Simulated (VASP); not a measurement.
Method: PBE GGA, VASP's PBE PAW potentials (set 64) (plane waves; VASP).

VASP ran on this input.

KPOINTS:
```
Automatic mesh
0
Gamma
15 15 15
0 0 0
```

### INCAR
```
ALGO  =  Normal   ! blocked Davidson
SYSTEM  =  Fe
PREC  =  Accurate
EDIFF  =  1E-6   ! SCF stop (eV)
LORBIT  =  10
LREAL  =  .False.
ENCUT  =  400
LASPH  =  .True.
LMAXMIX  =  4
GGA  =  PE   ! PBE
SIGMA  =  0.1
ISIF  =  2
LWAVE  =  .False.
NELM  =  100
ISMEAR  =  1   ! Methfessel-Paxton
LCHARG  =  .False.
ISPIN  =  2
MAGMOM  =  2.5
```

### POSCAR
```
Fe
1
   -1.4350000000     1.4350000000     1.4350000000
    1.4350000000    -1.4350000000     1.4350000000
    1.4350000000     1.4350000000    -1.4350000000
Fe
1
Direct
  0.0000000000   0.0000000000   0.0000000000
```

POTCAR, in this order: Fe (PBE.64 set). Program: vasp_std.

Gaps are read on the run's mesh, which can miss a band edge.

Q: Predict the energy per atom (σ→0), cell moment, pressure, band gap (on the k-mesh).

A: 
| Item | Value |
|---|---|
| energy per atom (σ→0) | -8.232 eV/atom |
| cell moment | 2.24 μB |
| band gap (on the k-mesh) | none (metal, semimetal or under 0.01 eV) |
| pressure | -7.76 GPa |

File OSZICAR:
```
...
DAV:   7    -0.824384276322E+01    0.80405E-01   -0.10275E+00  4554   0.154E+01    0.335E+00
DAV:   8    -0.823895248749E+01    0.48903E-02   -0.13143E-02  5174   0.901E-01    0.140E+00
DAV:   9    -0.823196622686E+01    0.69863E-02   -0.10685E-02  5380   0.774E-01    0.372E-01
DAV:  10    -0.823238220047E+01   -0.41597E-03   -0.39162E-03  4531   0.732E-01    0.132E-01
DAV:  11    -0.823232779620E+01    0.54404E-04   -0.52692E-04  4635   0.337E-01    0.438E-02
DAV:  12    -0.823233420843E+01   -0.64122E-05   -0.14485E-05  4942   0.559E-02    0.129E-02
DAV:  13    -0.823233508055E+01   -0.87213E-06   -0.31866E-06  3418   0.205E-02
   1 F= -.82323351E+01 E0= -.82321484E+01  d E =-.560001E-03  mag=     2.2374
```

The compound is Fe in the bcc structure. The cell was not relaxed at this level. The run is one of a series of settings (KPOINTS 15×15×15 Γ-centred mesh against the base run), some of them coarse on purpose.
